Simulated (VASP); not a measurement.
VASP runs on MoS2 (space group R3m) share one base input (PBE GGA, plane waves, VASP's PBE PAW potentials (set 64)) and change the settings named in each case.

### KPOINTS
```
K-points
0
Gamma
12 12 12
```

File POSCAR:
```
MoS2
1
    1.5921500000     0.9192280000     6.4821000000
   -1.5921500000     0.9192280000     6.4821000000
    0.0000000000    -1.8384560000     6.4821000000
Mo S
1 2
Direct
  0.9997800000   0.9997800000   0.9997800000
  0.4129370000   0.4129370000   0.4129370000
  0.2533030000   0.2533030000   0.2533030000
```

**INCAR**
```
LREAL = .FALSE.   ! projection in real space or not
ISIF = 2   ! forces and stress, cell fixed
EDIFF = 1E-6
ALGO = Normal   ! blocked Davidson
GGA = PE   ! PBE
LASPH = .TRUE.   ! aspherical one-centre terms
LCHARG = .FALSE.
PREC = Accurate
SIGMA = 0.01
ENCUT = 300   ! plane-wave cut-off (eV)
NELM = 100   ! most electronic steps
SYSTEM = MoS2
LMAXMIX = 4
LWAVE = .FALSE.
ISMEAR = 0   ! Gaussian
```

POTCAR, in this order: Mo_sv S (PBE.64 set). Program: vasp_std.

```json
[
 {"change": "base run", "E(σ→0) (eV/atom)": "-7.2766", "pressure (GPa)": "0.90", "largest force (eV/Å)": "0.157", "−TS (eV)": "0.0000"},
 {"change": "LDAU = .TRUE., LDAUJ = 0 0, LDAUL = 2 -1, LDAUTYPE = 2, LDAUU = 1.0 0", "E(σ→0) (eV/atom)": "-6.8778", "pressure (GPa)": "[?]", "largest force (eV/Å)": "[?]", "−TS (eV)": "0.0000"},
 {"change": "SIGMA = 0.5", "E(σ→0) (eV/atom)": "-7.2760", "pressure (GPa)": "0.91", "largest force (eV/Å)": "0.154", "−TS (eV)": "-0.0054"},
 {"change": "NBANDS = 13", "E(σ→0) (eV/atom)": "-7.2766", "pressure (GPa)": "0.89", "largest force (eV/Å)": "0.158", "−TS (eV)": "0.0000"},
 {"change": "KPOINTS 13×13×13 Γ-centred mesh shifted by (0.5, 0.5, 0.5)", "E(σ→0) (eV/atom)": "-7.2766", "pressure (GPa)": "0.90", "largest force (eV/Å)": "0.157", "−TS (eV)": "0.0000"}
]
```

Question: Some entries are withheld; supply them.

Answer: 
- LDAU = .TRUE., LDAUJ = 0 0, LDAUL = 2 -1, LDAUTYPE = 2, LDAUU = 1.0 0, pressure (GPa): 1.45
- LDAU = .TRUE., LDAUJ = 0 0, LDAUL = 2 -1, LDAUTYPE = 2, LDAUU = 1.0 0, largest force (eV/Å): 0.222

Energies of different potentials or functionals have different zeros.  At 300 eV the pressure can carry a Pulay error.

Left out are runs that ran out of time, are held back, or changed the cell or the kind of run, fixed moments of cells without a moment, rows past the twelfth, gaps on odd meshes, pressures of charged cells and columns that move by less than the noise.

The structure comes from a computed database's MoS2 entry; how it stands against other phases isn't given here. The cell was not relaxed at this level, forces remain on its atoms.
